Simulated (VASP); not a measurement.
## CaO (Lime): convergence with the plane-wave cutoff and smearing

A convergence test on CaO (Lime): the plane-wave cutoff and smearing. The atoms are off their equilibrium sites, so that forces can be compared too. The series runs use LDA. The plane-wave cutoff tried: ENCUT = 240; ENCUT = 300; ENCUT = 360; ENCUT = 400; ENCUT = 460; ENCUT = 520; ENCUT = 640; ENCUT = 800. The smearing tried: ISMEAR = -1, SIGMA = 0.01; ISMEAR = -1, SIGMA = 0.05; ISMEAR = -1, SIGMA = 0.1; ISMEAR = -1, SIGMA = 0.2; ISMEAR = -1, SIGMA = 0.5; ISMEAR = 1, SIGMA = 0.01; ISMEAR = 1, SIGMA = 0.05; ISMEAR = 1, SIGMA = 0.1; ISMEAR = 1, SIGMA = 0.2; ISMEAR = 1, SIGMA = 0.5; ISMEAR = -5. The atoms of the start are displaced at random from the sites of a Fm-3m cell.

Program: VASP 6.6.1. Level of theory: LDA; plane waves and PAW (Ca_sv, O). Results are calculated unless marked as measured.

This is a report of a sequence of runs, with most program output left out.

### 1. Set-up

The structure is monoclinic, space group Cm (No. 8). That holds within 0.01 Å; VASP, at its tighter tolerance, finds 1 operation. Conventional cell: a = 5.895 Å, b = 3.403 Å, c = 3.403 Å, α = 90.00°, β = 125.26°, γ = 90.00°. Nearest to Ca lie 6 O at 2.38 to 2.43 Å. Nearest to O lie 6 Ca at 2.38 to 2.43 Å. Farther neighbours and most contacts between anions are not listed. That group holds within 0.01 Å; judged at 0.001 Å it is P1 (No. 1).

Structure file:

```cif
data_structure
_symmetry_space_group_name_H-M 'Cm'
_symmetry_Int_Tables_number 8
_cell_length_a 5.8947
_cell_length_b 3.4033
_cell_length_c 3.4033
_cell_angle_alpha 90.000
_cell_angle_beta 125.264
_cell_angle_gamma 90.000
_cell_volume 55.75
loop_
_atom_site_label
_atom_site_type_symbol
_atom_site_symmetry_multiplicity
_atom_site_Wyckoff_symbol
_atom_site_fract_x
_atom_site_fract_y
_atom_site_fract_z
_atom_site_occupancy
Ca1 Ca 2 a 0.49695 0.50000 0.00152 1
O1 O 2 a 0.49484 0.00000 0.50982 1
```

### 2. Plane-wave cutoff: ENCUT = 240

The basis grows with ENCUT, and energy and stress both move with it. LDA, the lowest rung, knows the local density alone.

Input file INCAR:

```
SYSTEM = CaO
PREC = Accurate
ENCUT = 240
EDIFF = 1E-06
NELM = 100
ISMEAR = -1
SIGMA = 0.05
LREAL = .FALSE.
ALGO = Normal
GGA = CA
NBANDS = 14
LORBIT = 11
LWAVE = .FALSE.
LCHARG = .FALSE.
KPAR = 2
ISIF = 2
```

Input file POSCAR:

```
CaO
1.0
    0.0000000000      2.4065000000      2.4065000000
    2.4065000000      0.0000000000      2.4065000000
    2.4065000000      2.4065000000      0.0000000000
Ca O
1 1
Direct
   -0.0030480000     -0.0086820000      0.0132500000
    0.4938910000      0.5038290000      0.5120960000
```

Input file KPOINTS:

```
Automatic mesh
0
Gamma
8 8 8
0 0 0
```

The projector-augmented-wave data sets are Ca_sv and O (PBE family, release 64).

Run with:

```console
> mpirun -np 2 vasp_std
```

Elapsed: 18 s, on 2 MPI ranks of AMD EPYC 7R43, shared host; peak memory 0.21 GiB; 36 s of CPU time.

The gap is read on the k-mesh alone, so it is an upper bound where the band edges lie off the mesh. The PAW data sets were made with PBE, though LDA sets exist; this is a small mismatch.

This step gave:

```
SCF cycles                     : 12
electrons                      : 16
bands                          : 14
irreducible k-points           : 260
symmetry operations            : 1
free energy (TOTEN)            : -14.46 eV
Fermi energy                   : 2.796 eV
pressure                       : -76.00 GPa
metallic                       : no
valence top at k               : 0.125, 0.125, 0
conduction bottom at k         : 0, 0.5, 0.5
least direct gap at k          : 0, 0.5, 0.5
gap on the k-mesh              : 3.766 eV
least direct gap on the k-mesh : 3.846 eV
```

The series starts at -7.2319 eV an atom and -76.00 GPa, after 12 cycles in 18 s.

### 3. Plane-wave cutoff: ENCUT = 300

Edit INCAR of step 2 so:

```diff
@@ -2,3 +2,3 @@
 PREC = Accurate
-ENCUT = 240
+ENCUT = 300
 EDIFF = 1E-06
```

POSCAR is that of step 2.

KPOINTS is that of step 2.

Run with:

```console
> mpirun -np 2 vasp_std
```

Wall time 23 s (2 MPI ranks); peak memory 0.24 GiB.

Against the run before the energy moves by +59.17 meV an atom and the pressure by +41.39 GPa, after 12 cycles in 23 s.

### 4. Plane-wave cutoff: ENCUT = 360

Edit INCAR of step 3 so:

```diff
@@ -2,3 +2,3 @@
 PREC = Accurate
-ENCUT = 300
+ENCUT = 360
 EDIFF = 1E-06
```

POSCAR is that of step 3.

KPOINTS is that of step 3.

Run with:

```console
> mpirun -np 2 vasp_std
```

Elapsed: 37 s, on 2 MPI ranks; peak memory 0.28 GiB; 73 s of CPU time.

Against the run before the energy moves by +29.64 meV an atom and the pressure by +18.41 GPa, after 13 cycles in 37 s.

### 5. Plane-wave cutoff: ENCUT = 400

Edit INCAR of step 4 so:

```diff
@@ -2,3 +2,3 @@
 PREC = Accurate
-ENCUT = 360
+ENCUT = 400
 EDIFF = 1E-06
```

POSCAR is that of step 4.

KPOINTS is that of step 4.

Run with:

```console
> mpirun -np 2 vasp_std
```

Elapsed: 39 s, on 2 MPI ranks; peak memory 0.3 GiB; 76 s of CPU time.

Against the run before the energy moves by +3.14 meV an atom and the pressure by +5.59 GPa, after 13 cycles in 39 s.

### 6. Plane-wave cutoff: ENCUT = 460

Edit INCAR of step 5 so:

```diff
@@ -2,3 +2,3 @@
 PREC = Accurate
-ENCUT = 400
+ENCUT = 460
 EDIFF = 1E-06
```

POSCAR is that of step 5.

KPOINTS is that of step 5.

Run with:

```console
> mpirun -np 2 vasp_std
```

Elapsed: 41 s, on 2 MPI ranks; peak memory 0.32 GiB; 79 s of CPU time.

Against the run before the energy moves by +3.08 meV an atom and the pressure by +3.22 GPa, after 13 cycles in 41 s.

### 7. Plane-wave cutoff: ENCUT = 520

Edit INCAR of step 6 so:

```diff
@@ -2,3 +2,3 @@
 PREC = Accurate
-ENCUT = 460
+ENCUT = 520
 EDIFF = 1E-06
```

POSCAR is that of step 6.

KPOINTS is that of step 6.

Run with:

```console
> mpirun -np 2 vasp_std
```

Wall time 62 s (2 MPI ranks); peak memory 0.39 GiB; 2 min of CPU time.

Against the run before the energy moves by +0.25 meV an atom and the pressure by +0.73 GPa, after 13 cycles in 62 s.

### 8. Plane-wave cutoff: ENCUT = 640

Edit INCAR of step 7 so:

```diff
@@ -2,3 +2,3 @@
 PREC = Accurate
-ENCUT = 520
+ENCUT = 640
 EDIFF = 1E-06
```

POSCAR is that of step 7.

KPOINTS is that of step 7.

Run with:

```console
> mpirun -np 2 vasp_std
```

Elapsed: 62 s, on 2 MPI ranks; peak memory 0.43 GiB.

Against the run before the energy moves by -0.70 meV an atom and the pressure by -0.09 GPa, after 13 cycles in 62 s.

### 9. Plane-wave cutoff: ENCUT = 800

Edit INCAR of step 8 so:

```diff
@@ -2,3 +2,3 @@
 PREC = Accurate
-ENCUT = 640
+ENCUT = 800
 EDIFF = 1E-06
```

POSCAR is that of step 8.

KPOINTS is that of step 8.

Run with:

```console
> mpirun -np 2 vasp_std
```

It took 81 s on 2 MPI ranks; peak memory 0.55 GiB.

Against the run before the energy moves by -0.43 meV an atom and the pressure by +0.13 GPa, after 13 cycles in 81 s.

### 10. The plane-wave cutoff series as a table

This step: convergence of LDA results with the cutoff; plane waves and PAW (VASP 6.6.1).

Derived from the runs above.

Differences are taken from the run with ENCUT = 800. Results of the series, by row:

| setting | status | energy less the reference (meV/atom) | pressure (GPa) | largest force difference (meV/Å) | gap (eV) | SCF cycles | wall time (s) |
| --- | --- | --- | --- | --- | --- | --- | --- |
| ENCUT = 240 | converged | -94.15 | -76 | 2.536 | 3.766 | 12 | 18.4 |
| ENCUT = 300 | converged | -34.98 | -34.61 | 2.377 | 3.551 | 12 | 23 |
| ENCUT = 360 | converged | -5.345 | -16.2 | 5.021 | 3.47 | 13 | 37 |
| ENCUT = 400 | converged | -2.201 | -10.6 | 1.098 | 3.486 | 13 | 39 |
| ENCUT = 460 | converged | 0.8798 | -7.379 | 0.289 | 3.47 | 13 | 41 |
| ENCUT = 520 | converged | 1.125 | -6.648 | 0.587 | 3.468 | 13 | 62 |
| ENCUT = 640 | converged | 0.4281 | -6.737 | 0.234 | 3.469 | 13 | 62 |
| ENCUT = 800 | converged | 0 | -6.608 | 0 | 3.471 | 13 | 81 |

### 11. Smearing: ISMEAR = -1, SIGMA = 0.01

This step: LDA; plane waves and PAW (Ca_sv, O) (VASP 6.6.1).

With a gap, smearing should do nothing until its tail reaches across the gap.

Edit INCAR of step 9 so:

```diff
@@ -2,3 +2,3 @@
 PREC = Accurate
-ENCUT = 800
+ENCUT = 520
 EDIFF = 1E-06
@@ -6,3 +6,3 @@
 ISMEAR = -1
-SIGMA = 0.05
+SIGMA = 0.01
 LREAL = .FALSE.
```

POSCAR is that of step 9.

KPOINTS is that of step 9.

Run with:

```console
> mpirun -np 2 vasp_std
```

It took 51 s on 2 MPI ranks; peak memory 0.37 GiB; 1.7 min of CPU time.

Numbers from this step:

| Property | Result |
| --- | --- |
| free energy (TOTEN) | -14.27 eV |
| Fermi energy | 2.225 eV |
| pressure | -6.648 GPa |
| gap on the k-mesh | 3.468 eV |
| least direct gap on the k-mesh | 3.842 eV |

The series starts at -7.1367 eV an atom and -6.65 GPa, after 13 cycles in 51 s. The entropy term T·S comes to 0.00 meV an atom in size.

### 12. Smearing: ISMEAR = -1, SIGMA = 0.05

Edit INCAR of step 11 so:

```diff
@@ -6,3 +6,3 @@
 ISMEAR = -1
-SIGMA = 0.01
+SIGMA = 0.05
 LREAL = .FALSE.
```

POSCAR is that of step 11.

KPOINTS is that of step 11.

Run with:

```console
> mpirun -np 2 vasp_std
```

Elapsed: 69 s, on 2 MPI ranks; peak memory 0.36 GiB; 2.3 min of CPU time.

Against the run before the energy at zero width stays within 0.01 meV an atom and the pressure within 0.01 GPa, after 13 cycles in 69 s. The entropy term T·S comes to 0.00 meV an atom in size.

### 13. Smearing: ISMEAR = -1, SIGMA = 0.1

Edit INCAR of step 12 so:

```diff
@@ -6,3 +6,3 @@
 ISMEAR = -1
-SIGMA = 0.05
+SIGMA = 0.1
 LREAL = .FALSE.
```

POSCAR is that of step 12.

KPOINTS is that of step 12.

Run with:

```console
> mpirun -np 2 vasp_std
```

Run time: 99 s. Hardware: 2 MPI ranks; peak memory 0.36 GiB; 3.3 min of CPU time.

Against the run before the energy at zero width stays within 0.01 meV an atom and the pressure within 0.01 GPa, after 13 cycles in 99 s. The entropy term T·S comes to 0.00 meV an atom in size.

### 14. Smearing: ISMEAR = -1, SIGMA = 0.2

Edit INCAR of step 13 so:

```diff
@@ -6,3 +6,3 @@
 ISMEAR = -1
-SIGMA = 0.1
+SIGMA = 0.2
 LREAL = .FALSE.
```

POSCAR is that of step 13.

KPOINTS is that of step 13.

Run with:

```console
> mpirun -np 2 vasp_std
```

Run time: 92 s. Hardware: 2 MPI ranks; peak memory 0.36 GiB; 3 min of CPU time.

Against the run before the energy at zero width moves by +0.01 meV an atom while the pressure stays within 0.01 GPa, after 13 cycles in 92 s. The entropy term T·S comes to 0.03 meV an atom in size.

### 15. Smearing: ISMEAR = -1, SIGMA = 0.5

Edit INCAR of step 14 so:

```diff
@@ -6,3 +6,3 @@
 ISMEAR = -1
-SIGMA = 0.2
+SIGMA = 0.5
 LREAL = .FALSE.
```

POSCAR is that of step 14.

KPOINTS is that of step 14.

Run with:

```console
> mpirun -np 2 vasp_std
```

Elapsed: 90 s, on 2 MPI ranks; peak memory 0.36 GiB; 3 min of CPU time.

Against the run before the energy at zero width moves by +10.40 meV an atom and the pressure by +0.09 GPa, after 13 cycles in 90 s. The entropy term T·S comes to 31.06 meV an atom in size.

### 16. Smearing: ISMEAR = 1, SIGMA = 0.01

Edit INCAR of step 15 so:

```diff
@@ -5,4 +5,4 @@
 NELM = 100
-ISMEAR = -1
-SIGMA = 0.5
+ISMEAR = 1
+SIGMA = 0.01
 LREAL = .FALSE.
```

POSCAR is that of step 15.

KPOINTS is that of step 15.

Run with:

```console
> mpirun -np 2 vasp_std
```

It took 91 s on 2 MPI ranks; peak memory 0.36 GiB; 3 min of CPU time.

Methfessel-Paxton smearing is not meant for a cell with a gap.

Against the first of the series the energy at zero width stays within 0.01 meV an atom and the pressure within 0.01 GPa, after 13 cycles in 91 s. The entropy term T·S comes to 0.00 meV an atom in size.

### 17. Smearing: ISMEAR = 1, SIGMA = 0.05

Edit INCAR of step 16 so:

```diff
@@ -6,3 +6,3 @@
 ISMEAR = 1
-SIGMA = 0.01
+SIGMA = 0.05
 LREAL = .FALSE.
```

POSCAR is that of step 16.

KPOINTS is that of step 16.

Run with:

```console
> mpirun -np 2 vasp_std
```

Elapsed: 93 s, on 2 MPI ranks; peak memory 0.36 GiB; 3.1 min of CPU time.

Against the run before the energy at zero width moves by +0.01 meV an atom while the pressure stays within 0.01 GPa, after 13 cycles in 93 s. The entropy term T·S comes to 0.01 meV an atom in size.

### 18. Smearing: ISMEAR = 1, SIGMA = 0.1

Edit INCAR of step 17 so:

```diff
@@ -6,3 +6,3 @@
 ISMEAR = 1
-SIGMA = 0.05
+SIGMA = 0.1
 LREAL = .FALSE.
```

POSCAR is that of step 17.

KPOINTS is that of step 17.

Run with:

```console
> mpirun -np 2 vasp_std
```

Run time: 86 s. Hardware: 2 MPI ranks; peak memory 0.36 GiB.

Against the run before the energy at zero width stays within 0.01 meV an atom and the pressure within 0.01 GPa, after 13 cycles in 86 s. The entropy term T·S comes to 0.06 meV an atom in size.

### 19. Smearing: ISMEAR = 1, SIGMA = 0.2

Edit INCAR of step 18 so:

```diff
@@ -6,3 +6,3 @@
 ISMEAR = 1
-SIGMA = 0.1
+SIGMA = 0.2
 LREAL = .FALSE.
```

POSCAR is that of step 18.

KPOINTS is that of step 18.

Run with:

```console
> mpirun -np 2 vasp_std
```

Wall time 92 s (2 MPI ranks); peak memory 0.37 GiB; 3 min of CPU time.

Against the run before the energy at zero width moves by -0.08 meV an atom and the pressure by -0.01 GPa, after 13 cycles in 92 s. The entropy term T·S comes to 1.05 meV an atom in size.

### 20. Smearing: ISMEAR = 1, SIGMA = 0.5

Edit INCAR of step 19 so:

```diff
@@ -6,3 +6,3 @@
 ISMEAR = 1
-SIGMA = 0.2
+SIGMA = 0.5
 LREAL = .FALSE.
```

POSCAR is that of step 19.

KPOINTS is that of step 19.

Run with:

```console
> mpirun -np 2 vasp_std
```

The job ended after 97 s (2 MPI ranks; peak memory 0.37 GiB).

Against the run before the energy at zero width moves by -0.47 meV an atom and the pressure by -0.17 GPa, after 13 cycles in 97 s. The entropy term T·S comes to 24.67 meV an atom in size.

### 21. Smearing: ISMEAR = -5

Edit INCAR of step 20 so:

```diff
@@ -5,4 +5,4 @@
 NELM = 100
-ISMEAR = 1
-SIGMA = 0.5
+ISMEAR = -5
+SIGMA = 0.05
 LREAL = .FALSE.
```

POSCAR is that of step 20.

KPOINTS is that of step 20.

Run with:

```console
> mpirun -np 2 vasp_std
```

The job ended after 94 s (2 MPI ranks; peak memory 0.38 GiB; 3.1 min of CPU time).

Against the first of the series the energy at zero width stays within 0.01 meV an atom and the pressure within 0.01 GPa, after 13 cycles in 94 s.

### 22. The smearing series as a table

This step: convergence of LDA results with the smearing; plane waves and PAW (VASP 6.6.1).

No new run; the numbers come from the runs before.

Differences are taken from the run with ISMEAR = -1, SIGMA = 0.01. Results of the series, by row:

| setting | status | energy less the reference (meV/atom) | pressure (GPa) | largest force difference (meV/Å) | gap (eV) | SCF cycles | wall time (s) |
| --- | --- | --- | --- | --- | --- | --- | --- |
| ISMEAR = -1, SIGMA = 0.01 | converged | 0 | -6.648 | 0 | 3.468 | 13 | 51 |
| ISMEAR = -1, SIGMA = 0.05 | converged | 0 | -6.648 | 0 | 3.468 | 13 | 69 |
| ISMEAR = -1, SIGMA = 0.1 | converged | 0 | -6.648 | 0 | 3.468 | 13 | 99 |
| ISMEAR = -1, SIGMA = 0.2 | converged | 0.01109 | -6.648 | 0.004 | 3.468 | 13 | 92 |
| ISMEAR = -1, SIGMA = 0.5 | converged | 10.41 | -6.562 | 2.333 | 3.488 | 13 | 90 |
| ISMEAR = 1, SIGMA = 0.01 | converged | -5.00e-6 | -6.648 | 0 | 3.468 | 13 | 91 |
| ISMEAR = 1, SIGMA = 0.05 | converged | 0.005645 | -6.648 | 0 | 3.468 | 13 | 93 |
| ISMEAR = 1, SIGMA = 0.1 | converged | 0.004 | -6.648 | 0.027 | 3.468 | 13 | 86 |
| ISMEAR = 1, SIGMA = 0.2 | converged | -0.07271 | -6.656 | 0.513 | 3.469 | 13 | 92 |
| ISMEAR = 1, SIGMA = 0.5 | converged | -0.5437 | -6.828 | 4.161 | 3.482 | 13 | 97 |
| ISMEAR = -5 | converged | 0 | -6.648 | 0 | 3.468 | 13 | 94 |

### 23. Outcome

```json
{"plane-wave cutoff from which the energy stays within 10 meV/atom of the reference": "ENCUT = 360", "plane-wave cutoff from which the energy stays within 1 meV/atom of the reference": "ENCUT = 640", "plane-wave cutoff from which the pressure stays within 0.2 GPa of the reference": "ENCUT = 520", "spread of the pressure over the plane-wave cutoff": "69.4 GPa", "spread of the energy over the plane-wave cutoff": "95.3 meV/atom", "spread of the pressure over the smearing": "0.266 GPa", "spread of the energy over the smearing": "11.0 meV/atom"}
```

**Reading.** From ENCUT = 640 on, the energy stays within 1 meV an atom of the reference, at 77 % of its time. The pressure holds within 0.2 GPa from ENCUT = 520 on. These cutoffs are 0.6 to 2 times the default of the data sets, about 400 eV; at the default the run is off by -2.2 meV an atom, -4.00 GPa, 1.1 meV/Å in forces, and at 1.3 times by +1.1 meV an atom, -0.04 GPa, 0.6 meV/Å in forces. Energy differences between like cells converge faster than these totals. The usual rule keeps the entropy term T·S under 1 meV an atom, which holds up to a width of 0.2 eV for Fermi-Dirac and 0.1 eV for first-order Methfessel-Paxton. Farthest in energy from the narrowest smearing lies ISMEAR = -1, SIGMA = 0.5 (+10.4 meV an atom, +0.09 GPa, 2.3 meV/Å in forces). Methfessel-Paxton smearing is made for metals and can give negative occupations at band edges. Differences are taken from the run with ENCUT = 800, which is itself not the exact limit. The runs at ENCUT = 240; ENCUT = 300; ENCUT = 360; ENCUT = 400 are over 30 meV an atom or 2 GPa off and describe the material poorly.

[Lines on the potential files, build, host, timing and source positions are cut from VASP's logs without a mark.]

[Logs are printed without paths, hosts, clocks, repeated set-up lines and the standing remarks that a program may print on its own settings, such as how far it seeks lower states.]

[Hosts, paths, dates, database ids (printed as entryN), source tags and the programs' standing remarks are cut or masked in the printed files.]

[A measured line is paired with the nearest computed mode of its activity, which favours agreement.]
